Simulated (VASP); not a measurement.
```xyz
4
Lattice="-0.0761 3.9538 4.0090 3.9538 -0.0761 4.0090 1.9388 1.9388 0.0000" Properties=species:S:1:pos:R:3 pbc="T T T"
Rh     0.0000     0.0000     0.0000
Ag     1.9769    -0.0381     2.0045
Ag    -0.0381     1.9769     2.0045
Ag     1.9388     1.9388     4.0090
```

All values below come from PBEsol GGA, VASP's PBE PAW potentials (set 64) (plane waves; VASP). Numerical set-up: 400 eV cut-off, Gaussian smearing of 0.050 eV, potentials Rh_pv Ag.

Give the energies of bands 14 to 27 at the high-symmetry points, in eV from the Fermi level.

```csv
band,Γ,Y,C0,Z,A0,T,S,R
14,-4.07,-3.86,-3.96,-4.38,-3.16,-2.74,-4.22,-4.13
15,-3.78,-3.70,-3.93,-4.21,-3.05,-2.61,-3.83,-3.85
16,-3.29,-3.70,-3.79,-3.64,-2.92,-2.57,-3.73,-3.85
17,-2.69,-3.68,-3.70,-3.61,-2.66,-2.57,-3.60,-2.58
18,-2.66,-3.65,-3.48,-2.99,-2.64,-2.41,-3.46,-2.57
19,-2.58,-3.58,-3.36,-2.41,-1.69,-1.14,-3.40,-2.43
20,-2.53,-3.54,-3.25,-2.23,-1.18,-1.03,-2.91,-1.95
21,-0.85,-3.16,-3.07,-1.62,-0.70,-0.36,-2.63,-1.46
22,-0.56,-2.04,-2.21,-1.29,-0.65,-0.02,-2.25,-1.07
23,-0.37,-1.58,-1.30,-0.54,0.12,0.00,-1.25,0.29
24,-0.07,-0.35,-0.80,0.31,1.35,0.14,-0.27,1.74
25,0.13,-0.20,-0.25,2.22,1.36,0.65,0.14,2.14
26,0.21,-0.15,-0.14,7.06,2.00,2.22,1.62,2.20
27,2.01,1.33,3.13,7.11,2.20,2.33,2.42,3.23
```

It has no gap at this level: it comes out as a metal or semimetal.

The structure was generated: Ag3Rh was put into an ordered model structure (Cmmm), which need not be its known phase. It was relaxed first.
